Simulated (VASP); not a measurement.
Given:

```
Ge3Si
1.0
    0.00000     2.80207     2.80207
    2.80207     0.00000     2.80207
   11.19172    11.19172     0.01657
Si Ge
2 6
Direct
  0.99583   0.99583   0.00312
  0.25417   0.25417   0.05938
  0.00626   0.00626   0.24531
  0.25350   0.25350   0.30987
  0.00105   0.00105   0.49921
  0.24895   0.24895   0.56329
  0.99650   0.99650   0.75263
  0.24374   0.24374   0.81719
```

All values below come from PBEsol GGA, VASP's PBE PAW potentials (set 64) (plane waves; VASP). Settings: 400 eV cut-off, Gaussian smearing of 0.050 eV, potentials Si Ge_d.

Question: Give the energies of bands 38 to 51 at the high-symmetry points, in eV from the valence-band maximum.

Answer: 
| band | Γ | T | H2 | L | S0 | F |
|---|---|---|---|---|---|---|
| 38 | -1.60 | -1.99 | -7.42 | -7.20 | -7.44 | -7.06 |
| 39 | -1.60 | -1.58 | -4.63 | -3.64 | -4.63 | -3.82 |
| 40 | -0.99 | -1.58 | -4.48 | -3.62 | -4.45 | -3.76 |
| 41 | -0.99 | -1.15 | -4.29 | -3.09 | -4.36 | -3.17 |
| 42 | -0.78 | -1.15 | -4.20 | -2.83 | -4.17 | -3.10 |
| 43 | -0.78 | -0.45 | -2.82 | -2.71 | -2.91 | -2.51 |
| 44 | -0.06 | -0.45 | -2.79 | -2.58 | -2.65 | -2.35 |
| 45 | 0.00 | -0.24 | -2.49 | -1.83 | -2.63 | -1.42 |
| 46 | 0.00 | -0.24 | -2.45 | -1.71 | -2.36 | -1.41 |
| 47 | 0.23 | 0.47 | 1.41 | 0.45 | 1.29 | 0.38 |
| 48 | 0.61 | 0.53 | 1.59 | 0.95 | 1.93 | 0.45 |
| 49 | 0.92 | 1.28 | 2.50 | 1.49 | 1.98 | 0.59 |
| 50 | 1.09 | 1.39 | 2.58 | 1.55 | 3.02 | 1.24 |
| 51 | 2.31 | 2.52 | 3.97 | 1.76 | 3.42 | 1.50 |

The gap is direct, 0.23 eV, from the valence maximum at Γ to the conduction minimum at Γ.

The structure was generated: Ge6Si2 was put into an ordered model structure (R-3m), which need not be its known phase. It was relaxed first.
